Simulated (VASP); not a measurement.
# ZnS: energy against volume

ZnS (zinc blende, F-43m, 20.135 Å³/atom and stress up to 0.22 GPa in the relaxed cell, cube axes along x, y and z) under an equal strain ε along all three axes. PBE in VASP (plane waves, PAW), 480 eV, 10×10×10 Γ-centred mesh, Gaussian smearing 0.05 eV; ions are relaxed, or left where forces stay under 0.02 eV/Å, within the symmetry of each cell.

Here V stands for volume and E for E less E0.

| volume (Å³/atom) | E less E0 (meV/atom) | pressure (GPa) |
|---|---|---|
| 18.9512 | 19.10 | 5.10 |
| 19.2427 | 10.96 | 3.75 |
| 19.5373 | 5.14 | 2.49 |
| 19.8348 | 1.52 | 1.31 |
| 20.1353 | 0.00 | 0.22 |
| 20.4388 | 0.46 | -0.80 |
| 20.7454 | 2.80 | -1.75 |
| 21.0550 | 6.94 | -2.64 |
| 21.3677 | 12.78 | -3.45 |
| 22.0024 | ? | ? |

### Question
Using the third-order Birch-Murnaghan form, a cubic in V^(-2/3), estimate the missing E at V = 22.0024 from the other rows, showing the fit.

### Answer
With u = V^(-2/3) - 0.135, the rows have u = 0.005683, 0.004259, 0.002855, 0.001473, 0.000112, -0.001229, -0.002550, -0.003852, -0.005134. Least squares gives E = -0.040 + 260.3·u + 541624·u² + 904134·u³. Residuals (row less fit): 0.002, -0.003, 0.001, -0.001, 0.004, 0.003, -0.003, -0.002, 0.003; standard error 0.004 (degrees of freedom: 5). Its minimum lies at u = -0.000240, so V0 = (0.134760)^(-3/2) = 20.21. There d²E/du² = 1082000 and d³E/du³ = 5425000, so B0 = (4/9) × 20.21^(-7/3) × 1082000 × 0.160218 = 69.2 GPa (the last factor turns the table's units into GPa), and B0' = 4 + (2/3) × 0.134760 × (5425000)/1082000 = 4.5. B0' rests on the cubic coefficient alone and has a standard error of 0.1 from these residuals. At the withheld row, u = -0.007644, so E = -0.040 + 260.3 × (-0.007644) + 541624 × (-0.007644)² + 904134 × (-0.007644)³ = 29.214 meV/atom. The calculation gives 29.23 meV/atom, 0.016 meV/atom above the prediction (0.1 % of the range of E in the table). The row lies outside the fitted rows, so this is an extrapolation. The scatter of the fitted rows lies at the last printed digit.

Other structures, which can take over under pressure, weren't tried. The same form fitted to the pressure column gives B0' = 4.4; series where the two differ by over 0.4 aren't shown. Rows are the converged runs of the series near zero and its far end, less any whose ions stayed unrelaxed beside relaxed ones; series whose fitted rows scatter by over a few per cent of the range, as at a crossing or softening among them, aren't shown in this form.
